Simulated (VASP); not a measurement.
# C (Diamond): time-dependent DFT spectra, part 4 of 5

Which functionals bind an exciton in C (Diamond)? The cell has space group Fd-3m. The start is a cell from a database of measured crystal structures.

VASP 6.6.1, plane waves and PAW; the level of theory is named at each step.

So far, lowest excitation (eV): step 4 (casida equation on LDA, time-dependent LDA, Casida form) 5.53; step 5 (random-phase approximation on LDA, RPA spectrum on LDA) 5.53; step 9 (casida equation on HSE06, time-dependent HSE06, Casida form) 6.93; step 10 (random-phase approximation on HSE06, RPA spectrum on HSE06) 6.98.

## (11) Dielectric constant

This step: LDA; plane waves and PAW (C) (VASP 6.6.1).

Perturbation theory (LEPSILON) gives the dielectric tensor with local fields, and the Born charges. The dielectric constant will set the share of exact exchange; it needs a finer mesh and uses the standard data sets.

File INCAR:

```
SYSTEM = C
PREC = Accurate
ENCUT = 520
EDIFF = 1E-08
NELM = 100
ISMEAR = 0
SIGMA = 0.01
LREAL = .FALSE.
ALGO = Normal
GGA = CA
NBANDS = 10
LWAVE = .FALSE.
LCHARG = .FALSE.
KPAR = 8
LEPSILON = .TRUE.
```

File POSCAR:

```
C
1.0
    0.0000000000      1.7833700000      1.7833700000
    1.7833700000      0.0000000000      1.7833700000
    1.7833700000      1.7833700000      0.0000000000
C
2
Direct
    0.7500000000      0.7500000000      0.7500000000
    0.5000000000      0.5000000000      0.5000000000
```

File KPOINTS:

```
Automatic mesh
0
Gamma
14 14 14
0 0 0
```

The projector-augmented-wave data sets are C (PBE family, release 64).

The run is started by

```sh
$ mpirun -np 8 vasp_std
```

The log of the run:

```text
[... set-up lines as in an earlier step ...]
 entering main loop
       N       E                     dE             d eps       ncg     rms          rms(c)
DAV:   1    -0.282955050411E+01   -0.28296E+01   -0.48226E+03  2226   0.764E+02
DAV:   2    -0.207051961640E+02   -0.17876E+02   -0.17220E+02  2940   0.124E+02
DAV:   3    -0.210304239513E+02   -0.32523E+00   -0.32445E+00  2440   0.131E+01
DAV:   4    -0.210310969652E+02   -0.67301E-03   -0.67298E-03  2294   0.686E-01
DAV:   5    -0.210310977874E+02   -0.82222E-06   -0.82223E-06  2354   0.236E-02    0.551E+00
DAV:   6    -0.204632068836E+02    0.56789E+00   -0.32634E-01  2172   0.421E+00    0.319E+00
DAV:   7    -0.202652408336E+02    0.19797E+00   -0.38175E-01  2238   0.456E+00    0.700E-01
DAV:   8    -0.202650238179E+02    0.21702E-03   -0.76040E-03  2208   0.774E-01    0.248E-02
DAV:   9    -0.202650139473E+02    0.98705E-05   -0.27665E-05  2346   0.437E-02    0.183E-02
DAV:  10    -0.202650153503E+02   -0.14030E-05   -0.15452E-06  2278   0.110E-02    0.387E-03
DAV:  11    -0.202650152943E+02    0.56058E-07   -0.48302E-08  2362   0.181E-03    0.616E-04
DAV:  12    -0.202650152864E+02    0.78167E-08   -0.94323E-10  1232   0.304E-04
   1 F= -.20265015E+02 E0= -.20265015E+02  d E =-.342808E-15
 Linear response reoptimize wavefunctions to high precision
DAV:   1    -0.202650152850E+02    0.14841E-08   -0.53420E-11  1310   0.765E-05
DAV:   2    -0.202650152850E+02   -0.58549E-11   -0.19259E-12  1104   0.143E-05
 Linear response G [H, r] |phi>, progress :
  Direction:   1
       N       E                     dE             d eps       ncg     rms
RMM:   1    -0.331771878234E+02   -0.33177E+02   -0.11296E+01  4849   0.435E+01
RMM:   2    -0.324891556086E+02    0.68803E+00   -0.10531E+00  3299   0.859E+00
RMM:   3    -0.324944603228E+02   -0.53047E-02   -0.36643E-03  3483   0.482E-01
RMM:   4    -0.324944686376E+02   -0.83148E-05   -0.24400E-05  3674   0.372E-02
RMM:   5    -0.324944691804E+02   -0.54282E-06   -0.24083E-07  3601   0.345E-03
RMM:   6    -0.324944692126E+02   -0.32230E-07   -0.24362E-07  3340   0.371E-04
RMM:   7    -0.324944691858E+02    0.26833E-07    0.46952E-08  2725   0.776E-05
RMM:   8    -0.324944691885E+02   -0.27490E-08    0.78236E-08  2583   0.547E-05
 Linear response G [H, r] |phi>, progress :
  Direction:   2
       N       E                     dE             d eps       ncg     rms
RMM:   1    -0.360087081320E+02   -0.36009E+02   -0.57368E+01  4856   0.417E+01
RMM:   2    -0.330737388897E+02    0.29350E+01   -0.73275E-01  3298   0.743E+00
RMM:   3    -0.330744430825E+02   -0.70419E-03   -0.30827E-03  3469   0.409E-01
RMM:   4    -0.330744100929E+02    0.32990E-04   -0.19640E-05  3685   0.333E-02
RMM:   5    -0.330744102109E+02   -0.11792E-06    0.30141E-07  3625   0.284E-03
RMM:   6    -0.330744102363E+02   -0.25416E-07    0.21439E-07  3340   0.304E-04
RMM:   7    -0.330744102659E+02   -0.29629E-07   -0.31034E-08  2714   0.617E-05
RMM:   8    -0.330744102590E+02    0.68909E-08    0.28416E-08  2634   0.493E-05
 Linear response G [H, r] |phi>, progress :
  Direction:   3
       N       E                     dE             d eps       ncg     rms
RMM:   1    -0.225940437555E+02   -0.22594E+02    0.43207E+01  4627   0.404E+01
RMM:   2    -0.225347516230E+02    0.59292E-01   -0.91239E-01  3243   0.775E+00
RMM:   3    -0.225376836243E+02   -0.29320E-02   -0.52591E-03  3485   0.446E-01
RMM:   4    -0.225376067909E+02    0.76833E-04   -0.74546E-05  3584   0.360E-02
RMM:   5    -0.225376039359E+02    0.28551E-05   -0.32416E-06  3489   0.343E-03
RMM:   6    -0.225376036931E+02    0.24279E-06   -0.34296E-07  3140   0.365E-04
RMM:   7    -0.225376036598E+02    0.33244E-07   -0.17442E-07  2454   0.625E-05
RMM:   8    -0.225376036525E+02    0.73157E-08    0.15582E-07  2275   0.362E-05
RMM:   9    -0.225376036512E+02    0.13202E-08   -0.77833E-09  2044   0.349E-05
 Linear response to external field (no local field effect), progress :
  Direction:   1
       N       E                     dE             d eps       ncg     rms          rms(c)
RMM:   1    -0.184142543650E+00   -0.18414E+00   -0.68701E-01  4602   0.229E+00
RMM:   2    -0.188473295120E+00   -0.43308E-02   -0.10691E-03  3324   0.268E-01
RMM:   3    -0.188477507359E+00   -0.42122E-05   -0.31207E-06  3363   0.110E-02
RMM:   4    -0.188477526194E+00   -0.18835E-07   -0.12611E-08  3287   0.709E-04
RMM:   5    -0.188477526253E+00   -0.58697E-10   -0.94268E-11  2394   0.466E-05
 change of polarisation eV/A/(eV/A) component  1 :     0.377     0.168     0.048
 dielectric tensor                  component  1 :     7.013     2.685     0.771
 Linear response to external field (no local field effect), progress :
  Direction:   2
       N       E                     dE             d eps       ncg     rms          rms(c)
RMM:   1    -0.181041626395E+00   -0.18104E+00   -0.65772E-01  4598   0.231E+00
RMM:   2    -0.185264990750E+00   -0.42234E-02   -0.10320E-03  3336   0.269E-01
RMM:   3    -0.185269002909E+00   -0.40122E-05   -0.32108E-06  3384   0.109E-02
RMM:   4    -0.185269023727E+00   -0.20818E-07   -0.13393E-08  3321   0.754E-04
RMM:   5    -0.185269023793E+00   -0.66068E-10   -0.11617E-10  2420   0.470E-05
 change of polarisation eV/A/(eV/A) component  2 :     0.168     0.371    -0.064
 dielectric tensor                  component  2 :     2.685     6.911    -1.021
 Linear response to external field (no local field effect), progress :
  Direction:   3
       N       E                     dE             d eps       ncg     rms          rms(c)
RMM:   1    -0.921239833857E-01   -0.92124E-01   -0.33261E-01  4531   0.171E+00
RMM:   2    -0.944862581906E-01   -0.23623E-02   -0.52449E-04  3286   0.189E-01
RMM:   3    -0.944882719785E-01   -0.20138E-05   -0.15138E-06  3348   0.809E-03
RMM:   4    -0.944882803265E-01   -0.83480E-08   -0.53803E-09  3263   0.550E-04
 change of polarisation eV/A/(eV/A) component  3 :     0.048    -0.064     0.189
 dielectric tensor                  component  3 :     0.771    -1.021     4.015
 Linear response to external field, progress :
  Direction:   1
       N       E                     dE             d eps       ncg     rms          rms(c)
RMM:   1    -0.152452343757E+00   -0.15245E+00   -0.55928E-01 10768   0.210E+00
RMM:   2    -0.156074870766E+00   -0.36225E-02   -0.87380E-04  7735   0.242E-01    0.711E-01
RMM:   3    -0.153750025508E+00    0.23248E-02   -0.76132E-04  7726   0.212E-01    0.414E-01
RMM:   4    -0.158957381927E+00   -0.52074E-02   -0.11331E-03  7742   0.261E-01    0.321E-02
RMM:   5    -0.159354807564E+00   -0.39743E-03   -0.11774E-05  7920   0.268E-02    0.291E-03
RMM:   6    -0.159369721584E+00   -0.14914E-04   -0.37601E-08  8152   0.171E-03    0.157E-03
RMM:   7    -0.159373362056E+00   -0.36405E-05   -0.63607E-09  8149   0.757E-04    0.105E-04
RMM:   8    -0.159373981152E+00   -0.61910E-06   -0.83882E-11  6604   0.640E-05    0.269E-05
RMM:   9    -0.159373849745E+00    0.13141E-06    0.10399E-12  3558   0.203E-05    0.221E-06
 change of polarisation eV/A/(eV/A) component  1 :     0.301     0.092     0.035
 dielectric tensor                  component  1 :     5.800     1.465     0.551
 Linear response to external field, progress :
  Direction:   2
       N       E                     dE             d eps       ncg     rms          rms(c)
RMM:   1    -0.152428327958E+00   -0.15243E+00   -0.55904E-01 10781   0.211E+00
RMM:   2    -0.156074850601E+00   -0.36465E-02   -0.87548E-04  7735   0.242E-01    0.711E-01
RMM:   3    -0.153751129569E+00    0.23237E-02   -0.76269E-04  7728   0.212E-01    0.414E-01
RMM:   4    -0.158957502450E+00   -0.52064E-02   -0.11345E-03  7743   0.261E-01    0.321E-02
RMM:   5    -0.159354687830E+00   -0.39719E-03   -0.11781E-05  7913   0.268E-02    0.290E-03
RMM:   6    -0.159369732789E+00   -0.15045E-04   -0.37606E-08  8150   0.171E-03    0.157E-03
RMM:   7    -0.159373361730E+00   -0.36289E-05   -0.63851E-09  8158   0.757E-04    0.105E-04
RMM:   8    -0.159373985532E+00   -0.62380E-06   -0.10240E-10  6612   0.643E-05    0.270E-05
RMM:   9    -0.159373852663E+00    0.13287E-06   -0.81966E-13  3593   0.202E-05    0.221E-06
 change of polarisation eV/A/(eV/A) component  2 :     0.075     0.301     0.005
 dielectric tensor                  component  2 :     1.196     5.800     0.073
 Linear response to external field, progress :
  Direction:   3
       N       E                     dE             d eps       ncg     rms          rms(c)
RMM:   1    -0.152427483157E+00   -0.15243E+00   -0.55903E-01 10780   0.211E+00
RMM:   2    -0.156074837179E+00   -0.36474E-02   -0.87645E-04  7736   0.242E-01    0.711E-01
RMM:   3    -0.153751173919E+00    0.23237E-02   -0.76244E-04  7725   0.212E-01    0.414E-01
RMM:   4    -0.158957488766E+00   -0.52063E-02   -0.11340E-03  7742   0.261E-01    0.321E-02
RMM:   5    -0.159354684449E+00   -0.39720E-03   -0.11777E-05  7916   0.268E-02    0.291E-03
RMM:   6    -0.159369733100E+00   -0.15049E-04   -0.37594E-08  8155   0.171E-03    0.157E-03
RMM:   7    -0.159373361528E+00   -0.36284E-05   -0.63807E-09  8160   0.757E-04    0.105E-04
RMM:   8    -0.159373985926E+00   -0.62440E-06   -0.99680E-11  6606   0.642E-05    0.270E-05
RMM:   9    -0.159373852671E+00    0.13325E-06   -0.82139E-13  3603   0.202E-05    0.221E-06
 change of polarisation eV/A/(eV/A) component  3 :     0.015     0.061     0.301
 dielectric tensor                  component  3 :     0.246     0.980     5.800
 Born effective charges drift removed
```

Run time: 22 s. Hardware: 8 MPI ranks of Intel Xeon Platinum 8488C (Sapphire Rapids), shared host; peak memory 1.4 GiB; 2.9 min of CPU time.

OUTCAR, selected parts (step 11):

```text
   k-points           NKPTS =    104   k-points in BZ     NKDIM =    104   number of bands    NBANDS=     10

   ENCUT  =  520.0 eV  38.22 Ry    6.18 a.u.   4.69  4.69  4.69*2*pi/ulx,y,z

   NELECT =       8.0000    total number of electrons

  Total       -0.7588155     -0.7588155     -0.7588155      0.0000000      0.0000000      0.0000000
  in kB     -107.1747363   -107.1747363   -107.1747363      0.0000000      0.0000000      0.0000000
  external PRESSURE =    -107.1747363 kB  Pullay stress =       0.0000000 kB

 MACROSCOPIC STATIC DIELECTRIC TENSOR (including local field effects in DFT)
 ------------------------------------------------------
           5.799964    -0.000000     0.000000
           0.000000     5.799964     0.000000
           0.000000    -0.000000     5.799964
 ------------------------------------------------------

 PIEZOELECTRIC TENSOR (including local field effects)  for field in x, y, z        (C/m^2)
          XX          YY          ZZ          XY          YZ          ZX
  --------------------------------------------------------------------------------
  x    -0.00000    -0.00000    -0.00000     0.00000     0.00000    -0.00000
  y     0.00000     0.00000     0.00000     0.00000     0.00000     0.00000
  z     0.00000     0.00000     0.00000     0.00000    -0.00000    -0.00000

 BORN EFFECTIVE CHARGES (including local field effects) (in |e|, cummulative output)
 ---------------------------------------------------------------------------------
 ion    1
    1     0.00000     0.00000    -0.00000
    2     0.00000     0.00000     0.00000
    3    -0.00000     0.00000     0.00000
 ion    2
    1     0.00000     0.00000     0.00000
    2    -0.00000     0.00000    -0.00000
    3     0.00000    -0.00000     0.00000

[... 5 parts as in an earlier step ...]

[... 5 further parts left out ...]
```

Energies printed during the response cycles are not total energies of the cell.

Numbers from this step:

```yaml
fermi_energy: 9.548 eV
pressure: -10.72 GPa
gap_on_the_k_mesh: 4.102 eV
least_direct_gap_on_the_k_mesh: 5.545 eV
```

Electronic dielectric tensor with local fields:

```
5.80 0.00 0.00
0.00 5.80 0.00
0.00 0.00 5.80
```

The Born effective charge vanishes on all sites.

The mean electronic (clamped-ion) dielectric constant is 5.80.

## (12) Ground state at PBE-EpsX

This step: PBE-EpsX; plane waves and PAW (C) (VASP 6.6.1).

The orbitals come from a self-consistent PBE-EpsX run. A small SIGMA keeps every occupation at zero or full. PBE-EpsX is PBE with a share of exact exchange equal to one over the dielectric constant found above.

File INCAR:

```
SYSTEM = C
PREC = Accurate
ENCUT = 420
EDIFF = 1E-08
NELM = 100
ISMEAR = 0
SIGMA = 0.01
LREAL = .FALSE.
ALGO = Normal
LHFCALC = .TRUE.
AEXX = 0.172
GGA = PE
LASPH = .TRUE.
NBANDS = 10
PRECFOCK = Fast
LORBIT = 11
LWAVE = .TRUE.
LCHARG = .FALSE.
KPAR = 8
```

POSCAR is that of step 11.

File KPOINTS:

```
Automatic mesh
0
Gamma
8 8 8
0 0 0
```

The run is started by

```sh
$ mpirun -np 8 vasp_std
```

The log of the run:

```text
[... set-up lines as in an earlier step ...]
 entering main loop
       N       E                     dE             d eps       ncg     rms          rms(c)
DAV:   1    -0.208984770695E+02   -0.20898E+02   -0.42240E-01   600   0.595E+00    0.788E-01
DAV:   2    -0.209004761182E+02   -0.19990E-02   -0.47686E-03   634   0.547E-01    0.523E-01
DAV:   3    -0.209001799740E+02    0.29614E-03   -0.12092E-04   608   0.990E-02    0.296E-01
DAV:   4    -0.209000797275E+02    0.10025E-03   -0.27958E-05   644   0.514E-02    0.169E-01
DAV:   5    -0.209000492635E+02    0.30464E-04   -0.92114E-06   646   0.298E-02    0.969E-02
DAV:   6    -0.209000406488E+02    0.86147E-05   -0.31592E-06   662   0.176E-02    0.557E-02
DAV:   7    -0.209000385988E+02    0.20500E-05   -0.11272E-06   646   0.105E-02    0.322E-02
DAV:   8    -0.209000383675E+02    0.23127E-06   -0.41631E-07   660   0.638E-03    0.186E-02
DAV:   9    -0.209000385428E+02   -0.17529E-06   -0.15776E-07   644   0.392E-03    0.108E-02
DAV:  10    -0.209000387433E+02   -0.20047E-06   -0.61040E-08   642   0.243E-03    0.628E-03
DAV:  11    -0.209000388907E+02   -0.14745E-06   -0.23983E-08   602   0.152E-03    0.367E-03
DAV:  12    -0.209000389858E+02   -0.95115E-07   -0.94468E-09   442   0.955E-04    0.215E-03
DAV:  13    -0.209000390439E+02   -0.58096E-07   -0.39705E-09   290   0.635E-04    0.126E-03
DAV:  14    -0.209000390786E+02   -0.34661E-07   -0.15808E-09   302   0.404E-04    0.740E-04
DAV:  15    -0.209000390991E+02   -0.20520E-07   -0.62950E-10   290   0.255E-04    0.435E-04
DAV:  16    -0.209000391112E+02   -0.12047E-07   -0.25749E-10   290   0.163E-04    0.257E-04
DAV:  17    -0.209000391182E+02   -0.70696E-08   -0.10644E-10   290   0.105E-04
   1 F= -.20900039E+02 E0= -.20900039E+02  d E =-.346303E-33
 writing wavefunctions
```

Run time: 81 s. Hardware: 8 MPI ranks; peak memory 0.93 GiB.

From OUTCAR (step 12):

```text
   NELECT =       8.0000    total number of electrons

 E-fermi :   9.1432

 k-point     1 :       0.0000    0.0000    0.0000
  band No.  band energies     occupation
      1     -13.8840      2.00000
      2       9.0615      2.00000
      3       9.0615      2.00000
      4       9.0615      2.00000
      5      16.0951      0.00000
      6      16.0951      0.00000
      7      16.0951      0.00000
      8      24.2403      0.00000
      9      29.9534      0.00000
    ...

 POSITION                                       TOTAL-FORCE (eV/Angst)
 -----------------------------------------------------------------------------------
      2.67505      2.67505      2.67505        -0.000000     -0.000000      0.000000
      1.78337      1.78337      1.78337         0.000000      0.000000     -0.000000
 -----------------------------------------------------------------------------------
    total drift:                                0.000000     -0.000000      0.000000

  FREE ENERGIE OF THE ION-ELECTRON SYSTEM (eV)
  ---------------------------------------------------
  free  energy   TOTEN  =       -20.9000391182 eV

  energy  without entropy=      -20.9000391182  energy(sigma->0) =      -20.90003912

[... 10 parts as in an earlier step ...]

[... 8 further parts left out ...]
```

This step gave:

```
free energy (TOTEN)            : -20.90 eV
Fermi energy                   : 9.143 eV
gap on the k-mesh              : 5.430 eV
least direct gap on the k-mesh : 7.034 eV
```

## (13) Empty bands, functional PBE-EpsX, ε 5.79996

ALGO = Exact diagonalises the converged Hamiltonian in one step, and LOPTICS writes the k-derivatives of the orbitals (WAVEDER), which give the transition dipoles.

File INCAR:

```
SYSTEM = C
PREC = Accurate
ENCUT = 420
ISMEAR = 0
SIGMA = 0.01
LREAL = .FALSE.
LHFCALC = .TRUE.
AEXX = 0.172
GGA = PE
LASPH = .TRUE.
NBANDS = 24
PRECFOCK = Fast
ALGO = Exact
NELM = 1
LWAVE = .TRUE.
LCHARG = .FALSE.
LOPTICS = .TRUE.
NEDOS = 1000
CSHIFT = 0.1
```

POSCAR is that of step 12.

KPOINTS is that of step 12.

The run starts from files that an earlier step left in the folder.

The run is started by

```sh
$ mpirun -np 8 vasp_std
```

The log of the run:

```text
[... set-up lines as in an earlier step ...]
 entering main loop
       N       E                     dE             d eps       ncg     rms          rms(c)
DIA:   1    -0.209000391284E+02   -0.20900E+02    0.00000E+00     0   0.000E+00
   1 F= -.20900039E+02 E0= -.20900039E+02  d E =-.310387E-12
 writing wavefunctions
 optical routines
 imaginary and real dielectric function
 recalculating local potential from charge density
 direction            1
 direction            2
 direction            3
```

It took 4.8 min on 8 MPI ranks; peak memory 1 GiB.

Parts of OUTCAR (step 13):

```text
 POSITION                                       TOTAL-FORCE (eV/Angst)
 -----------------------------------------------------------------------------------
      2.67505      2.67505      2.67505         0.000000      0.000000      0.000000
      1.78337      1.78337      1.78337        -0.000000     -0.000000     -0.000000
 -----------------------------------------------------------------------------------
    total drift:                               -0.000000     -0.000000      0.000000

  FREE ENERGIE OF THE ION-ELECTRON SYSTEM (eV)
  ---------------------------------------------------
  free  energy   TOTEN  =       -20.9000391284 eV

  energy  without entropy=      -20.9000391284  energy(sigma->0) =      -20.90003913

[... 2 parts as in an earlier step ...]

[... 1 further part left out ...]
[key lines of the parts left out:]
E-fermi :   9.1045
```

(Part 4 of 5 ends here.)

[Lines on the potential files, build, host, timing and source positions are cut from VASP's logs without a mark.]

[Logs are printed without paths, hosts, clocks, repeated set-up lines and the standing remarks that a program may print on its own settings, such as how far it seeks lower states.]

[Hosts, paths, dates, database ids (printed as entryN), source tags and the programs' standing remarks are cut or masked in the printed files.]

[Pressures printed for these runs are not shown converged in the cutoff: they can be off by several GPa and have the wrong sign.]
